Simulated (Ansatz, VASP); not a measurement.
## AlNi: VASP beside Ansatz

Wanted: the spread between two codes on one cell, functional and k mesh. The cell is taken from a series of runs on this material, whose earlier steps may have relaxed, scaled, displaced or heated it; both programs get it as it stands.

Calculated with Ansatz 0.2.0; plane waves, with VASP 6.6.1 beside it; zone-centre phonons at PBEsol.

## 1. Set-up

It takes space group P4/mmm (No. 123, tetragonal). Conventional cell: a = 2.833 Å, b = 2.833 Å, c = 2.899 Å, α = 90.00°, β = 90.00°, γ = 90.00°. Nearest to Al lie 8 Ni at 2.47 Å. Ni has 8 Al at 2.47 Å nearest. Farther neighbours are not listed.

Coordinates:

```cif
data_structure
_symmetry_space_group_name_H-M 'P 1'
_symmetry_Int_Tables_number 1
_cell_length_a 2.8331
_cell_length_b 2.8331
_cell_length_c 2.8991
_cell_angle_alpha 90.000
_cell_angle_beta 90.000
_cell_angle_gamma 90.000
_cell_volume 23.27
loop_
_atom_site_label
_atom_site_type_symbol
_atom_site_fract_x
_atom_site_fract_y
_atom_site_fract_z
_atom_site_occupancy
Al1 Al 0.00000 0.00000 0.00000 1
Ni2 Ni 0.50000 0.50000 0.50000 1
```

## 2. Ansatz: zone-centre phonons, PBEsol

Ansatz runs on its PAW soft_1 files.

Second derivatives magnify differences that forces hide, and they need a tight electronic threshold.

File input.yaml:

```yaml
crystal:
  lattice:
    - [2.833121687, 0.0, 0.0]
    - [0.0, 2.833121687, 0.0]
    - [0.0, 0.0, 2.8990821729]
  atoms:
    - { symbol: Al, position: [0.0, 0.0, 0.0] }
    - { symbol: Ni, position: [0.5, 0.5, 0.5] }
kpoints:
  mp_grid: { grid: [16, 16, 16] }
hamiltonian:
  xc: pbesol
  pseudopotentials: { kind: paw, azcp: { folder: soft_1 }, xc_functional: pbe }
scf:
  occupations: { method: methfessel_paxton, width: 0.2 }
output:
  eigenvalues: true
phonons:
  method: dfpt
```

Launch:

```console
> ansatz run input.yaml --threads 4 --pin off --max-ram 10240MiB --backend cpu --events-out ev --progress --plain --runs-dir out
```

Numbers of over 12 decimals in the logs are rounded to 6 here.

What it wrote:

```text
zone centre: on kpoints.mp_grid the ground state, and the responses unless they are solved on pairs of k-points, stand on 729 of the mesh's 4096 k-points, reduced under 8 symmetry operations, with k and −k counted as one. Each operation leaves every solved displacement unchanged or reverses it
Engine: ansatz 0.2.0, x86_64-unknown-linux-gnu
Pseudopotentials: kind: paw
Pseudopotential: Al, paw, valence charge 3, recommended cutoff 420 eV (normal), soft_1/Al.paw.azcp
Pseudopotential: Ni, paw, valence charge 18, recommended cutoff 420 eV (normal), soft_1/Ni.paw.azcp
Functional definition: PBEsol
  exchange = pbesol_x
  correlation = pbesol_c
Crystal: 2 atoms, lattice volume = 23.270 Å³
Basis set: ecut = 420 eV, 461 PW (Γ), exchange–correlation on 40×40×40 points (8 copies of the dense FFT grid, shifted against one another)
Bands: 15, of which v1, the nominal top of the filled ones, is band 11 counted from 1 (10 counted from 0)
Symmetry: 16 space group operations
k-points: 729 of 4096 (irreducible under 8 space group operations)
Non-local potential: Al, projectors of the file, l = 0: 2, l = 1: 2, l = 2: 1
Non-local potential: Ni, projectors of the file, l = 0: 3, l = 1: 2, l = 2: 3, l = 3: 1
PAW form: soft (Blöchl's): semilocal exchange-correlation on the pseudo side does not see the compensation charge
PAW frozen core: Al, regenerated for the run's functional, and the local potential with it (the file was generated under x = pbe(κ = 0.804, μ = 0.219515), c = pbe(β = 0.066725))
PAW frozen core: Ni, regenerated for the run's functional, and the local potential with it (the file was generated under x = pbe(κ = 0.804, μ = 0.219515), c = pbe(β = 0.066725))
PAW one-centre angular grid: Al, 110 points (default); XC on 64 Gauss nodes
PAW one-centre angular grid: Ni, 590 points (default); XC on 64 Gauss nodes
Initial density: superposition of atomic densities (chi_scale 0.1, normalization cell, long waves kept (reshape's long-wave potential 0.00 eV rms))
Initial wavefunctions: pseudopotential atomic-orbital guess
Functional: x = pbesol(κ = 0.804, μ = 0.123457), c = pbesol(β = 0.046)
SCF iter   1: F=—  HF=-6331.223817 eV  |F-HF|=—  |Δ(HF+E_count)|=         —  Δρ=7.55e-2  dr2=1.36e0  ethr=3.10e-3  ⟨swp⟩=4.0  Hψ=48457  notcnv=0
preconditioner: auto → none  [metal: Δε(μ)=0.024 eV  Ē_g=10.305 eV  σ=0.200 eV  W_gap=0.10  n_scr=6 (ndim 8)  ℏωp=27.8 eV  f_vac=0.000  D(μ)=0.60/eV (n_scr^D=0)  sad-step TF]
SCF iter   2: F=—  HF=-6331.075851 eV  |F-HF|=—  |Δ(HF+E_count)|=   1.48e-1  S|Δr|=    0.00e0  Δρ=5.67e-2  dr2=8.21e-1  ethr=3.10e-3  ⟨swp⟩=2.0  Hψ=19529  notcnv=0  defer=161
SCF iter   3: F=—  HF=-6330.888184 eV  |F-HF|=—  |Δ(HF+E_count)|=   1.88e-1  S|Δr|=    0.00e0  Δρ=2.11e-2  dr2=9.39e-2  ethr=3.10e-3  ⟨swp⟩=2.0  Hψ=13901  notcnv=0  defer=161
SCF iter   4: F=—  HF=-6330.871776 eV  |F-HF|=—  |Δ(HF+E_count)|=   1.64e-2  S|Δr|=    0.00e0  Δρ=5.33e-3  dr2=3.77e-3  ethr=4.47e-4  ⟨swp⟩=2.0  Hψ=18800  notcnv=0  defer=152
SCF iter   5: F=—  HF=-6330.871551 eV  |F-HF|=—  |Δ(HF+E_count)|=   2.26e-4  S|Δr|=    0.00e0  Δρ=4.91e-4  dr2=2.60e-5  ethr=1.80e-5  ⟨swp⟩=2.4  Hψ=14946  notcnv=0  defer=152
SCF iter   6: F=—  HF=-6330.871529 eV  |F-HF|=—  |Δ(HF+E_count)|=   2.14e-5  S|Δr|=    0.00e0  Δρ=1.02e-4  dr2=1.17e-6  ethr=1.24e-7  ⟨swp⟩=2.0  Hψ=18531  notcnv=0  defer=152
SCF iter   7: F=—  HF=-6330.871540 eV  |F-HF|=—  |Δ(HF+E_count)|=   1.08e-5  S|Δr|=    0.00e0  Δρ=1.20e-5  dr2=2.01e-8  ethr=5.55e-9  ⟨swp⟩=2.3  Hψ=16015  notcnv=0  defer=152
SCF iter   8: F=—  HF=-6330.871540 eV  |F-HF|=—  |Δ(HF+E_count)|=   4.04e-9  S|Δr|=    0.00e0  Δρ=1.25e-6  dr2=2.26e-10  ethr=9.56e-11  ⟨swp⟩=2.3  Hψ=16003  notcnv=0  defer=152
SCF iter   9: F=-6330.871540 eV  HF=-6330.871540 eV  |F-HF|=1.82e-12  |Δ(HF+E_count)|=  4.27e-11  S|Δr|=    0.00e0  Δρ=6.55e-8  dr2=7.70e-13  ethr=1.00e-12  ⟨swp⟩=6.1  Hψ=47045  notcnv=0
SCF 1 converged in 9 iterations: F = -6330.871540 eV  dr2 = 7.70e-13
  greatest PAW one-centre occupation: 1.001 electrons in one spin orbital (limit 2), on the Ni atom at site 1 (counted from 0), in its partial waves of l = 1
DFPT response loops at Γ: preconditioner auto → Kerker (q_TF=auto, 2.682 Å⁻¹) (partly filled bands, converged f_vac=0.000); β = 1.00, the filter's whole step (`scf.mixing.beta` (0.50) is not read by the response loops under this deck's `scf.mixing.preconditioner`; to damp them name `kerker` or `kerker_dos`, under which they read `scf.mixing.beta`, and type it under 1.00, their step now; both keys bind the ground state too); Broyden in place of MSR1
SCF converged after 9 iterations
Stability not checked: this state was not tested for a lower state beside it, because cold or Methfessel-Paxton smearing, or corrected tetrahedra, fill the levels in a way that the test cannot read (fill_not_monotonic; see scf.lower_state_search)
Free energy (F): -6330.871540 eV
Harris-Foulkes:  -6330.871540 eV  (|F-HF|=1.82e-12)
Internal energy: -6330.872163 eV  (E = F + TS)
E sigma→0 (E₀):  -6330.871696 eV
Entropy (-TS):   0.000623 eV (0.311 meV/atom)
Fermi energy:    14.203497 eV
--- Per-component energies (eV) ---
  E_band       = -331.610681
  E_kinetic    = 369.452988
  E_local      = -3709.284241  (includes V_loc(G=0)·N_el)
  E_nonlocal   = -105.486589
  E_hartree    = 1947.776863
  E_xc         = -151.889038
  E_vxc        = -177.752182  (∫ρ·V_xc dr)
  E_paw        = -2080.814043  (= ΣΔE_a)
  E_vpaw       = -604.095142  (= ΣTr[D̂ρ^β])
  E_aug_tail   = 0.000822  (compensation charges beyond the density's cutoff)
  E_ewald      = -2600.845352
  E_core_change = 0.216428  (= ΣΔE_core)
  E_smearing   = 0.000623  (= −TS)
  E_closure    = 0.000000  (closes the sum)
  Σ components = -6330.871540   (vs F -6330.871540, Δ=0.00e0)
--- Band table (eV; the first three rows and the last of 729) ---
  k-point 0: bands = [... 7 lower, 12.6011, 12.6011, 12.6695, 19.2417, 20.0741, 20.0741, 22.2960, 22.5037]
  k-point 1: bands = [... 7 lower, 12.5714, 12.5714, 12.6726, 18.5239, 20.1673, 20.1673, 22.5034, 22.9906]
  k-point 2: bands = [... 7 lower, 12.4890, 12.4890, 12.6814, 17.2123, 20.4406, 20.4406, 22.5025, 24.1991]
  k-point 728: bands = [... 7 lower, 13.1741, 13.2395, 16.0961, 16.1478, 16.1478, 18.1682, 18.7289, 18.7289]
--- Phonons (Γ-DFPT): 4 representative perturbations + reference, on 729 of 4096 k-points (Σ response iterations 12) ---
  k mesh reduced under 8 symmetry operations, with k and −k counted as one. Each operation leaves every solved displacement unchanged or reverses it
  ASR residual: 3.005e-5 → 0.000e0 eV/Å²; symmetrization residual: 9.449e-7 eV/Å²
  ASR residual per site (eV/Å²): 9.32e-6 3.01e-5
  Γ frequencies (cm⁻¹): 0.00 0.00 0.00 305.46 305.46 307.51
  non-analytic LO–TO correction: not included (Born effective charges unavailable; polar crystals: no LO–TO splitting at Γ)
```

(Continued in part 2 of 2.)

[Lines on the potential files, build, host, timing and source positions are cut from VASP's logs without a mark.]

[Logs are printed without paths, hosts, clocks, repeated set-up lines and the standing remarks that a program may print on its own settings, such as how far it seeks lower states.]

[Hosts, paths, dates, database ids (printed as entryN), source tags and the programs' standing remarks are cut or masked in the printed files.]
